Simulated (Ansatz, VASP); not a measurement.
# Al20Se (Se/Al(110)) in two plane-wave programs, part 2 of 2

Wanted: the spread between two codes on one cell, functional and k mesh. The cell is taken from a series of runs on this material, whose earlier steps may have relaxed, scaled, displaced or heated it; both programs get it as it stands. Other levels of theory on this material are compared in a session of their own.

VASP 6.6.1 and Ansatz 0.2.0.

So far: Starting point; VASP: single point, PBE.

### Step 3. Ansatz: single point, PBE

Level of this step: Ansatz beside VASP: Kohn-Sham DFT, plane waves, PBE (Ansatz).

Ansatz runs on its NC files.

The same cell, functional, mesh and smearing now go to Ansatz, which takes its cutoff from its data sets.

input.yaml

```yaml
crystal:
  lattice:
    - [8.1, 0.0, 0.0]
    - [0.0, 5.7275649276, 0.0]
    - [0.0, 0.0, 25.20047635]
  atoms:
    - { symbol: Al, position: [0.0, 0.0, 0.3571361063] }
    - { symbol: Al, position: [0.25, 0.25, 0.4139561128] }
    - { symbol: Al, position: [-0.0066065229, 0.0, 0.4726699533] }
    - { symbol: Al, position: [0.25, 0.251541852, 0.5242320487] }
    - { symbol: Al, position: [0.0509121472, 0.0, 0.5958765661] }
    - { symbol: Al, position: [0.0, 0.5, 0.3571361063] }
    - { symbol: Al, position: [0.25, 0.75, 0.4139561128] }
    - { symbol: Al, position: [-0.0107221592, 0.5, 0.4710156891] }
    - { symbol: Al, position: [0.25, 0.748458148, 0.5242320487] }
    - { symbol: Al, position: [0.0081657869, 0.5, 0.5818353559] }
    - { symbol: Al, position: [0.5, 0.0, 0.3571361063] }
    - { symbol: Al, position: [0.75, 0.25, 0.4139561128] }
    - { symbol: Al, position: [0.5066065229, 0.0, 0.4726699533] }
    - { symbol: Al, position: [0.75, 0.239665596, 0.5370199722] }
    - { symbol: Al, position: [0.4490878528, 0.0, 0.5958765661] }
    - { symbol: Al, position: [0.5, 0.5, 0.3571361063] }
    - { symbol: Al, position: [0.75, 0.75, 0.4139561128] }
    - { symbol: Al, position: [0.5107221592, 0.5, 0.4710156891] }
    - { symbol: Al, position: [0.75, 0.760334404, 0.5370199722] }
    - { symbol: Al, position: [0.4918342131, 0.5, 0.5818353559] }
    - { symbol: Se, position: [0.25, 0.0, 0.6683862628] }
kpoints:
  mp_grid: { grid: [4, 5, 1] }
hamiltonian:
  xc: pbe
  pseudopotentials: { kind: nc }
scf:
  occupations: { method: fermi_dirac, width: 0.1 }
  convergence: { dr2_threshold: 1.0e-08 }
efield:
  axis: 3
  dipole_correction: true
  ramp_position: 0.97
  ramp_width: 0.06
output:
  write_potential: true
  write_density: true
  volumetric_format: npy
```

The run is started by

```sh
$ ansatz run input.yaml --threads 4 --pin off --max-ram 6144MiB --backend cpu --events-out ev --progress --plain --runs-dir out
```

Numbers of over 12 decimals in the logs are rounded to 6 here.

The log of the run:

```text
Engine: ansatz 0.2.0, aarch64-unknown-linux-gnu
Pseudopotentials: kind: nc
Pseudopotential: Al, nc, valence charge 3, recommended cutoff 544.227725 eV (normal), Al.nc.azcp
Pseudopotential: Se, nc, valence charge 16, recommended cutoff 1170.089609 eV (normal), Se.nc.azcp
Functional definition: PBE
  parameter kappa = 0.804
  parameter beta = 0.066725
  exchange = pbe_x(kappa = kappa, mu = beta*pi^2/3)
  correlation = pbe_c(beta = beta)
Crystal: 21 atoms, lattice volume = 1169.133 Å³
Basis set: ecut = 1170.089609 eV, 106139 PW (Γ)
Bands: 59, of which v1, the nominal top of the filled ones, is band 38 counted from 1 (37 counted from 0)
Symmetry: 4 space group operations
Space group: Pmm2 (ITA 25), of the structure as read, at distance tolerance 1.1e-4 Å
k-points: 9 of 20
Non-local potential: Al, projectors of the file, l = 0: 2, l = 1: 2, l = 2: 2
Non-local potential: Se, projectors of the file, l = 0: 2, l = 1: 2, l = 2: 2
Initial density: superposition of atomic densities (neutral atoms: chi_scale 0, normalization atom)
Initial wavefunctions: pseudopotential atomic-orbital guess
Functional: x = pbe(κ = 0.804, μ = 0.219515), c = pbe(β = 0.066725)
SCF iter   1: F=—  HF=-6643.596710 eV  |F-HF|=—  |Δ(HF+E_count)|=         —  Δρ=1.61e-2  dr2=1.95e1  ethr=3.10e-3  p=-0.000 e·Å  D=-1.00e-9 V/Å  ΔV_dip=0.00 eV  dr2_dipole=5.32e-1  V_vac-E_F(+/−)=6.24/6.24 eV  ⟨swp⟩=10.7  Hψ=3255  notcnv=0  defer=4
efield: sawtooth ramp at fractional position 0.9700 (set: `efield.ramp_position`, or a place that a band, a saddle search or an elastic batch's reference lends), width 0.0600; the density the first Hamiltonian is built on has a dipole p = -0.000 e·Å; the dipole correction subtracts the counter field D = -1.00e-9 V/Å, which shifts the + side's vacuum level by +0.00 eV against the − side's; the planar-averaged density in the ramp window peaks in size at 5.2e-9 e/Å³
preconditioner: auto → LDOS  [metal: Δε(μ)=0.014 eV  Ē_g=6.383 eV  σ=0.100 eV  W_gap=0.04  n_scr=110 (ndim 8)  ℏωp=8.8 eV  f_vac=0.546  D(μ)=11.18/eV (n_scr^D=38)  β→1.0]
SCF iter   2: F=—  HF=-6640.573101 eV  |F-HF|=—  |Δ(HF+E_count)|=    3.02e0  Δρ=3.65e-3  dr2=5.56e-1  ethr=3.10e-3  p=-0.194 e·Å  D=-3.00e-2 V/Å  ΔV_dip=0.75 eV  dr2_dipole=1.21e-2  V_vac-E_F(+/−)=4.93/4.17 eV  ⟨swp⟩=4.4  Hψ=1261  notcnv=0  defer=12
SCF iter   3: F=—  HF=-6640.506491 eV  |F-HF|=—  |Δ(HF+E_count)|=   6.66e-2  Δρ=6.11e-4  dr2=6.11e-3  ethr=7.32e-4  p=-0.230 e·Å  D=-3.56e-2 V/Å  ΔV_dip=0.90 eV  dr2_dipole=4.18e-4  V_vac-E_F(+/−)=4.92/4.02 eV  ⟨swp⟩=3.3  Hψ=774  notcnv=0  defer=12
SCF iter   4: F=—  HF=-6640.504781 eV  |F-HF|=—  |Δ(HF+E_count)|=   1.71e-3  Δρ=9.45e-5  dr2=3.73e-4  ethr=8.04e-6  p=-0.224 e·Å  D=-3.47e-2 V/Å  ΔV_dip=0.88 eV  dr2_dipole=8.55e-7  V_vac-E_F(+/−)=4.92/4.04 eV  ⟨swp⟩=2.8  Hψ=912  notcnv=0  defer=12
SCF iter   5: F=—  HF=-6640.504788 eV  |F-HF|=—  |Δ(HF+E_count)|=   6.02e-6  Δρ=2.31e-5  dr2=1.51e-5  ethr=4.90e-7  p=-0.222 e·Å  D=-3.44e-2 V/Å  ΔV_dip=0.87 eV  dr2_dipole=8.43e-7  V_vac-E_F(+/−)=4.91/4.04 eV  ⟨swp⟩=3.3  Hψ=1100  notcnv=0  defer=12
SCF iter   6: F=—  HF=-6640.504805 eV  |F-HF|=—  |Δ(HF+E_count)|=   1.73e-5  Δρ=5.43e-6  dr2=6.04e-7  ethr=1.99e-8  p=-0.222 e·Å  D=-3.44e-2 V/Å  ΔV_dip=0.87 eV  dr2_dipole=4.47e-9  V_vac-E_F(+/−)=4.91/4.04 eV  ⟨swp⟩=2.1  Hψ=830  notcnv=0  defer=12
SCF iter   7: F=—  HF=-6640.505039 eV  |F-HF|=—  |Δ(HF+E_count)|=   2.34e-4  Δρ=9.85e-7  dr2=2.84e-8  ethr=7.95e-10  p=-0.222 e·Å  D=-3.44e-2 V/Å  ΔV_dip=0.87 eV  dr2_dipole=2.58e-11  V_vac-E_F(+/−)=4.91/4.04 eV  ⟨swp⟩=3.0  Hψ=997  notcnv=0  defer=12
SCF iter   8: F=-6640.505039 eV  HF=-6640.505039 eV  |F-HF|=8.67e-10  |Δ(HF+E_count)|=  5.64e-10  Δρ=3.43e-7  dr2=1.78e-9  ethr=1.32e-11  p=-0.222 e·Å  D=-3.44e-2 V/Å  ΔV_dip=0.87 eV  dr2_dipole=1.07e-10  V_vac-E_F(+/−)=4.91/4.04 eV  ⟨swp⟩=21.8  Hψ=2681  notcnv=0
SCF 1 converged in 8 iterations: F = -6640.505039 eV  dr2 = 1.78e-9
WARN: The input density's exchange-correlation potential varies sharply where the density is thin. Do not read a vacuum level from v_tot or v_xc, or from such a field of the output density. On a cell that repeats whose density bears no net charge and no dipole along the vacuum's axis use v_es (v_loc + v_h of the components); under efield.dipole_correction with no amplitude use v_es + v_field, which holds any external [...]
SCF converged after 8 iterations
Free energy (F): -6640.505039 eV
Harris-Foulkes:  -6640.505039 eV  (|F-HF|=8.67e-10)
Internal energy: -6640.234539 eV  (E = F + TS)
E sigma→0 (E₀):  -6640.369789 eV
Entropy (-TS):   -0.270500 eV (-12.881 meV/atom)
Fermi energy:    -0.608098 eV
Dipole field:    D = -0.034402 V/Å  (p = -0.222269 e·Å, saw-weighted, corrected)
Work function:   Φ+ = 4.9100 eV   Φ− = 4.0431 eV
Levels:          The Fermi level and band energies are counted from a zero that moves with the ramp; work functions are not
--- Per-component energies (eV) ---
  E_band       = -793.740432
  E_kinetic    = 2570.308698
  E_local      = -22277.001434  (includes V_loc(G=0)·N_el)
  E_nonlocal   = -1021.813677
  E_hartree    = 10484.818358
  E_xc         = -3321.856788
  E_vxc        = -1035.782043  (∫ρ·V_xc dr)
  E_efield     = 0.003823  (sawtooth field / dipole correction)
  E_vefield    = 0.912019  (∫n·V_field dr)
  E_ewald      = 6925.306482
  E_smearing   = -0.270500  (= −TS)
  E_closure    = -0.000000  (closes the sum)
  Σ components = -6640.505039   (vs F -6640.505039, Δ=0.00e0)
--- Band table (eV; the first three rows and the last of 9) ---
  k-point 0: bands = [... 34 lower, -1.6152, -1.5798, -1.3195, -1.2278, -1.0969, -0.4247, -0.1545, 0.0230, ... 17 higher]
  k-point 1: bands = [... 34 lower, -1.2336, -1.1764, -1.0511, -0.9706, -0.7636, -0.5395, -0.4707, -0.2062, ... 17 higher]
  k-point 2: bands = [... 34 lower, -0.7859, -0.6724, -0.5799, -0.4177, -0.4024, -0.2209, 0.1032, 0.1511, ... 17 higher]
  k-point 8: bands = [... 34 lower, -1.4949, -1.1234, -1.0900, -0.6096, -0.3564, -0.1717, -0.0594, 0.2528, ... 17 higher]
```

### Step 4. Side by side

Known differences besides the potentials themselves: the data sets hold 76 valence electrons in Ansatz (on its NC files) and 66 in VASP; the cutoff is 1170.09 eV in Ansatz and 400 eV in VASP. Total energies have different zeros and are not compared.

The two programs side by side:

```tsv
quantity	Ansatz	VASP	difference
work function, lower of the two faces (eV)	4.04	4.04	0.00
work function, higher of the two faces (eV)	4.91	4.90	+0.01
```

Where the cell holds vacuum, a pressure given here is an average over it and none of the material.

### Step 5. What came out

| Property | Result |
| --- | --- |
| difference in work function, higher of the two faces (single point, PBE) | 0.0094 eV |

In words: The difference in work function, higher of the two faces is 0.0094 eV (single point, PBE). The data sets hold unlike numbers of valence electrons (76 in Ansatz and 66 in VASP), so part of the differences may come from the potentials. 7 further pairs of this series are not shown here. How closely two codes agree says nothing of how well the functional describes the real material.

[Lines on the potential files, build, host, timing and source positions are cut from VASP's logs without a mark.]

[Logs are printed without paths, hosts, clocks, repeated set-up lines and the standing remarks that a program may print on its own settings, such as how far it seeks lower states.]

[Hosts, paths, dates, database ids (printed as entryN), source tags and the programs' standing remarks are cut or masked in the printed files.]
